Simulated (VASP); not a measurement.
Output of a VASP run:

### OUTCAR
```
 ion  position               nearest neighbor table
   1  0.501  0.999  1.000-  60 1.53  29 1.54  44 1.54   2 1.56
   2  0.623  0.126  0.127-  17 1.49   3 1.55   5 1.55   1 1.56
   3  0.750  0.251  0.002-   2 1.55   4 1.55  46 1.55  25 1.55
   4  0.874  0.377  0.127-  18 1.49   3 1.55  30 1.55  26 1.56
   5  0.750  0.001  0.251-   6 1.55   2 1.55  35 1.55  14 1.55
   6  0.874  0.126  0.378-  22 1.49  30 1.55   5 1.55  36 1.56
   7  0.000  0.000  0.001-   8 1.54  14 1.55  25 1.55  62 1.56
   8  0.125  0.125  0.126-   7 1.54  15 1.55   9 1.55  30 1.55
   9  0.249  0.250  0.999-  56 1.54   8 1.55  44 1.55  10 1.56
  10  0.376  0.374  0.126-  17 1.50  11 1.55  32 1.55   9 1.56
  11  0.502  0.499  0.001-  46 1.54  12 1.55  58 1.55  10 1.55
  12  0.627  0.624  0.126-  18 1.50  11 1.55  34 1.55  13 1.56
  13  0.751  0.751  0.999-  60 1.54  14 1.55  48 1.55  12 1.56
  14  0.875  0.876  0.126-   7 1.55  13 1.55  49 1.55   5 1.55
  15  0.249  0.999  0.250-  50 1.54   8 1.55  29 1.55  16 1.56
  16  0.376  0.126  0.374-  17 1.50  20 1.55  38 1.55  15 1.56
  17  0.490  0.240  0.241-   2 1.49  10 1.50  16 1.50
  18  0.761  0.511  0.241-   4 1.49  19 1.50  12 1.50
  19  0.875  0.624  0.374-  18 1.50  51 1.55  41 1.55  49 1.56
  20  0.502  0.001  0.500-  35 1.54  16 1.55  54 1.55  21 1.55
  21  0.627  0.126  0.625-  22 1.50  20 1.55  45 1.55  24 1.56
  22  0.760  0.240  0.511-   6 1.49  21 1.50  23 1.50
  23  0.875  0.374  0.625-  22 1.50  51 1.55  47 1.55  55 1.56
  24  0.751  0.999  0.752-  60 1.54  25 1.55  42 1.55  21 1.56
  25  0.875  0.125  0.876-   7 1.55  24 1.55  55 1.55   3 1.55
  26  0.002  0.499  1.000-  56 1.53  27 1.54  48 1.54   4 1.56
  27  0.125  0.624  0.125-  32 1.54  26 1.54  28 1.55  49 1.55
  28  0.251  0.749  1.000-  62 1.55  58 1.55  29 1.55  27 1.55
  29  0.376  0.875  0.125-  34 1.54   1 1.54  28 1.55  15 1.55
  30  0.999  0.251  0.251-  31 1.55   6 1.55   4 1.55   8 1.55
  31  0.126  0.375  0.376-  51 1.54  38 1.55  30 1.55  32 1.55
  32  0.250  0.500  0.250-  33 1.54  27 1.54  31 1.55  10 1.55
  33  0.374  0.626  0.372-  34 1.54  32 1.54  53 1.54  63 1.54
  34  0.500  0.750  0.250-  33 1.54  29 1.54  35 1.55  12 1.55
  35  0.625  0.875  0.376-  20 1.54  34 1.55   5 1.55  41 1.55
  36  0.002  0.999  0.500-  50 1.53  42 1.54  37 1.54   6 1.56
  37  0.126  0.124  0.625-  38 1.54  36 1.54  43 1.55  55 1.55
  38  0.250  0.249  0.501-  39 1.54  37 1.54  31 1.55  16 1.55
  39  0.374  0.371  0.627-  45 1.54  38 1.54  57 1.54  63 1.55
  40  0.629  0.626  0.627-  47 1.54  41 1.54  59 1.54  63 1.55
  41  0.751  0.750  0.501-  40 1.54  42 1.54  35 1.55  19 1.55
  42  0.876  0.875  0.625-  41 1.54  36 1.54  61 1.55  24 1.55
  43  0.251  0.999  0.750-  62 1.55  54 1.55  37 1.55  44 1.55
  44  0.376  0.124  0.876-  45 1.54   1 1.54  43 1.55   9 1.55
  45  0.500  0.249  0.751-  39 1.54  44 1.54  46 1.55  21 1.55
  46  0.625  0.375  0.875-  11 1.54  47 1.55  45 1.55   3 1.55
  47  0.751  0.500  0.751-  40 1.54  48 1.54  46 1.55  23 1.55
  48  0.876  0.624  0.876-  47 1.54  26 1.54  61 1.55  13 1.55
  49  0.002  0.751  0.250-  50 1.54  14 1.55  27 1.55  19 1.56
  50  0.125  0.876  0.375-  36 1.53  49 1.54  15 1.54  53 1.55
  51  1.000  0.499  0.500-  31 1.54  23 1.55  19 1.55  52 1.55
  52  0.126  0.624  0.625-  61 1.55  51 1.55  57 1.55  53 1.55
  53  0.250  0.750  0.499-  33 1.54  50 1.55  52 1.55  54 1.55
  54  0.377  0.875  0.625-  43 1.55  20 1.55  59 1.55  53 1.55
  55  0.002  0.250  0.752-  56 1.54  25 1.55  37 1.55  23 1.56
  56  0.125  0.374  0.876-  26 1.53  55 1.54   9 1.54  57 1.55
  57  0.250  0.498  0.751-  39 1.54  56 1.55  58 1.55  52 1.55
  58  0.376  0.624  0.875-  28 1.55  11 1.55  57 1.55  59 1.55
  59  0.502  0.750  0.751-  40 1.54  60 1.55  54 1.55  58 1.55
  60  0.626  0.876  0.876-   1 1.53  24 1.54  13 1.54  59 1.55
  61  0.001  0.749  0.750-  62 1.55  52 1.55  48 1.55  42 1.55
  62  0.126  0.874  0.875-  43 1.55  61 1.55  28 1.55   7 1.56
  63  0.493  0.508  0.508-  33 1.54  40 1.55  39 1.55
 Subroutine IBZKPT returns following result:
 Found      1 irreducible k-points:

 Following reciprocal coordinates:
            Coordinates               Weight
  0.000000  0.000000  0.000000      1.000000
   k-points           NKPTS =      1   k-points in BZ     NKDIM =      1   number of bands    NBANDS=    160
   number of dos      NEDOS =    301   number of ions     NIONS =     63
   total plane-waves  NPLWV =  46656
   dimension x,y,z NGX =    36 NGY =   36 NGZ =   36
   dimension x,y,z NGXF=    72 NGYF=   72 NGZF=   72
   ions per type =              62   1
   PREC   = normal    normal or accurate (medium, high low for compatibility)
   ISTART =      1    job   : 0-new  1-cont  2-samecut
   ICHARG =      0    charge: 1-file 2-atom 10-const
   ISPIN  =      2    spin polarized calculation?
...
```

### OSZICAR
```
       N       E                     dE             d eps       ncg     rms          rms(c)
DAV:   1    -0.537151720268E+03   -0.53715E+03   -0.12971E-05   760   0.909E-03    0.266E-03
RMM:   2    -0.537151720065E+03    0.20289E-06   -0.17145E-06   419   0.329E-03    0.122E-03
RMM:   3    -0.537151720091E+03   -0.26033E-07   -0.55886E-07   433   0.172E-03    0.583E-04
RMM:   4    -0.537151720108E+03   -0.17066E-07   -0.11460E-07   381   0.836E-04
   1 F= -.53715172E+03 E0= -.53715172E+03  d E =-.217755E-12  mag=     3.0000
```

**OUTCAR**
```
------------------------ aborting loop because EDIFF is reached ----------------------------------------
  FORCE on cell =-STRESS in cart. coord.  units (eV):
  Direction    XX          YY          ZZ          XY          YZ          ZX
  --------------------------------------------------------------------------------------
  Total       30.0500025     30.0663124     30.0199481      2.4724195     -2.4595799      2.4519760
  in kB      131.9060895    131.9776827    131.7741640     10.8528171    -10.7964572     10.7630793
  external PRESSURE =     131.8859787 kB  Pullay stress =       0.0000000 kB
  volume of cell :      365.00
      direct lattice vectors                 reciprocal lattice vectors
     7.146555159  0.000000000  0.000000000     0.139927556  0.000000000  0.000000000
     0.000000000  7.146555159  0.000000000     0.000000000  0.139927556  0.000000000
     0.000000000  0.000000000  7.146555159     0.000000000  0.000000000  0.139927556
 POSITION                                       TOTAL-FORCE (eV/Angst)
 -----------------------------------------------------------------------------------
      3.58323      7.13862      7.14323        -0.014291      0.007622     -0.011870
      4.45562      0.90392      0.90804         0.003760     -0.000240      0.001986
      5.35914      1.79061      0.01343        -0.004815      0.013158      0.000328
      6.24595      2.69423      0.90790         0.008546     -0.001464      0.012664
      5.35934      0.00931      1.79482        -0.008818      0.004893      0.005010
      6.24622      0.90371      2.69860         0.000025     -0.003679     -0.007788
      0.00334      0.00050      0.00484        -0.024944      0.005554     -0.006852
      0.89002      0.89508      0.89894         0.001412      0.002316      0.009572
      1.78251      1.78553      7.14169        -0.002281      0.000825      0.001423
      2.68794      2.66986      0.90305         0.005646      0.007890     -0.008492
      3.58442      3.56595      0.00786        -0.011391     -0.013214     -0.005652
      4.47983      4.46170      0.90290         0.011710      0.002782      0.008736
      5.36451      5.36731      7.14189        -0.004504      0.002254     -0.000320
      6.25491      6.25970      0.89904        -0.000921      0.007719      0.005437
      1.78225      7.13781      1.78956         0.010006     -0.002619      0.002476
      2.68804      0.89867      2.67419        -0.006908      0.002510      0.002890
      3.49916      1.71504      1.71920        -0.001654      0.004784      0.009833
      5.43512      3.65045      1.71972        -0.023579      0.005674     -0.009459
      6.25112      4.46185      2.67452         0.010171      0.007003     -0.001447
      3.58400      0.00383      3.56996         0.011154     -0.009645     -0.001587
      4.48025      0.89888      4.46607        -0.015210     -0.002025     -0.007158
      5.43489      1.71489      3.65447        -0.000383      0.022212      0.014357
      6.25131      2.67050      4.46599        -0.006767     -0.010396     -0.005341
      5.36425      7.13799      5.37166         0.006446     -0.005011     -0.004003
      6.25473      0.89515      6.26385         0.005313     -0.000048      0.015930
      0.01143      3.56723      7.14324        -0.017665     -0.004998     -0.015445
      0.89658      4.46095      0.89181         0.009264     -0.001263      0.013365
      1.79592      5.35412      7.14519         0.007045     -0.012046     -0.001249
      2.68913      6.25310      0.89183        -0.002773     -0.000392      0.007691
      7.14069      1.79056      1.79500        -0.008564      0.006246     -0.002028
      0.89859      2.68090      2.68510         0.001898      0.007600      0.000631
      1.78744      3.57625      1.78439         0.004967      0.008359     -0.000254
      2.67394      4.47641      2.65796        -0.011337     -0.007131     -0.013390
      3.57366      5.36236      1.78430        -0.001526      0.006729      0.000130
      4.46865      6.25138      2.68495         0.007776     -0.003148      0.005024
      0.01120      7.13841      3.57133         0.000713      0.012654      0.007492
      0.89697      0.88785      4.46518        -0.010847      0.005286     -0.013608
      1.78754      1.78030      3.58027        -0.000175     -0.003230      0.011651
      2.67371      2.65381      4.48041         0.006571     -0.002535     -0.012323
      4.49614      4.47657      4.48052        -0.000257     -0.010317     -0.014731
      5.36975      5.36252      3.58042        -0.008544     -0.000774      0.006585
      6.26210      6.25305      4.46510        -0.006534      0.002523     -0.004290
      1.79589      7.14106      5.35800         0.015175      0.004276      0.003337
      2.68928      0.88774      6.25711         0.004071      0.002148      0.005067
      3.57377      1.78034      5.36633        -0.003439     -0.000654      0.009151
      4.46888      2.68122      6.25522        -0.003769     -0.006661      0.000402
      5.36946      3.57630      5.36630         0.008337      0.005694      0.007752
      6.26200      4.46067      6.25719         0.004473     -0.001998      0.007457
      0.01211      5.36746      1.78967        -0.005055     -0.005230      0.002822
      0.89120      6.25851      2.67905         0.002951     -0.000496     -0.010765
      7.14639      3.56581      3.56999         0.001886     -0.001042      0.001923
      0.90019      4.45937      4.46363         0.007712     -0.009128     -0.016357
      1.78882      5.36112      3.56346         0.005771      0.000805      0.003318
      2.69083      6.24978      4.46350        -0.001826     -0.004705     -0.014558
      0.01206      1.78580      5.37173        -0.003290     -0.002384     -0.009274
      0.89105      2.67505      6.26252         0.013002     -0.010758      0.011376
...
```
(Selected blocks of OUTCAR.)

**POSCAR**
```
BC62
1
    7.1465551589     0.0000000000     0.0000000000
    0.0000000000     7.1465551589     0.0000000000
    0.0000000000     0.0000000000     7.1465551589
C B
62 1
Direct
  0.5013928715   0.9988892234   0.9995347280
  0.6234635765   0.1264839526   0.1270595431
  0.7498920251   0.2505552296   0.0018789215
  0.8739810865   0.3769963226   0.1270408096
  0.7499187584   0.0013029519   0.2511441547
  0.8740186580   0.1264532875   0.3776078590
  0.0004675463   0.0000694711   0.0006772992
  0.1245387299   0.1252458723   0.1257860137
  0.2494222597   0.2498455341   0.9993193520
  0.3761172883   0.3735876040   0.1263617664
  0.5015591680   0.4989749647   0.0011004989
  0.6268520165   0.6243150024   0.1263401313
  0.7506433745   0.7510351969   0.9993478114
  0.8752340581   0.8759042236   0.1258002784
  0.2493861415   0.9987765559   0.2504090439
  0.3761312064   0.1257483764   0.3741925018
  0.4896282664   0.2399814816   0.2405633569
  0.7605233995   0.5107979733   0.2406368528
  0.8747043063   0.6243352149   0.3742395847
  0.5015005693   0.0005354314   0.4995356109
  0.6269101115   0.1257786979   0.6249262813
  0.7604914578   0.2399606201   0.5113606557
  0.8747298544   0.3736759990   0.6249156188
  0.7506068960   0.9988018262   0.7516429424
  0.8752094913   0.1252557697   0.8764851261
  0.0015993024   0.4991542842   0.9995357743
  0.1254561327   0.6242093938   0.1247883815
  0.2512993014   0.7491891392   0.9998095594
  0.3762836722   0.8749803282   0.1247917994
  0.9991796155   0.2505493062   0.2511693651
  0.1257368502   0.3751316669   0.3757199877
  0.2501125089   0.5004163335   0.2496847977
  0.3741574810   0.6263735282   0.3719221601
  0.5000534144   0.7503413474   0.2496721595
  0.6252869042   0.8747409307   0.3756978587
  0.0015670470   0.9988600932   0.4997269328
  0.1255104584   0.1242345395   0.6248011724
  0.2501254227   0.2491133273   0.5009789849
  0.3741251322   0.3713414560   0.6269330079
  0.6291337784   0.6263955245   0.6269484931
  0.7513763415   0.7503638362   0.5009989879
  0.8762406478   0.8749734129   0.6247907141
  0.2512939671   0.9992305726   0.7497315193
  0.3763050185   0.1242189110   0.8755428103
  0.5000682118   0.2491181759   0.7508969526
  0.6253197039   0.3751765822   0.8752774452
  0.7513359420   0.5004229697   0.7508936700
  0.8762257394   0.6241711851   0.8755539403
  0.0016946689   0.7510557097   0.2504237761
  0.1247036907   0.8757373916   0.3748725134
  0.9999762474   0.4989544686   0.4995401382
  0.1259612165   0.6239881753   0.6245844950
  0.2503045955   0.7501681245   0.4986262469
  0.3765213231   0.8745170697   0.6245672477
  0.0016878027   0.2498832992   0.7516527136
  0.1246821336   0.3743125983   0.8762990362
  0.2503174299   0.4980404645   0.7507313007
  0.3764859039   0.6239206407   0.8750934895
  0.5024152436   0.7501630039   0.7507453775
  0.6261967087   0.8757709006   0.8763261159
  0.0012531049   0.7491555488   0.7497896251
  0.1264154613   0.8740923638   0.8746418681
  0.4928277580   0.5076776135   0.5081698398
```

Question: Reconstruct the remaining input files.

Answer: One answer among several that fit: the input of the run itself, PBE GGA, plane waves, VASP's PBE PAW potentials (set 64).

INCAR:
```
# general
SYSTEM     = BC62
PREC       = Normal
ENCUT      = 400
LREAL      = Auto
LASPH      = .TRUE.
ISYM       = 0
NELECT     = 253.0

# electronic loop
EDIFF      = 1E-6
NELM       = 100
NELMIN     = 4
ALGO       = Fast

# smearing
ISMEAR     = 0
SIGMA      = 0.05

# functional
GGA        = PE

# spin
ISPIN      = 2
MAGMOM     = 63*0.0476
NUPDOWN    = 3

# output
LWAVE      = .FALSE.
LCHARG     = .FALSE.
LORBIT     = 11

# other
LHYPERFINE = .TRUE.
```

KPOINTS:
```
Automatic
0
G
  1 1 1
0 0 0
```

POTCAR, in this order: C B (PBE.64 set). Program: vasp_gam. Read from the step before: WAVECAR.

At this cut-off the stress carries a Pulay error, which pulls relaxed volumes low. The cell is charged, with a uniform compensating background.  The supercell is sampled at Γ alone, which is coarse: total energies, pressure and levels can be off, energies of defects by several tenths of an eV.

The cell is a supercell with a defect, built from C (diamond): B_C-vac_C, charge -2.
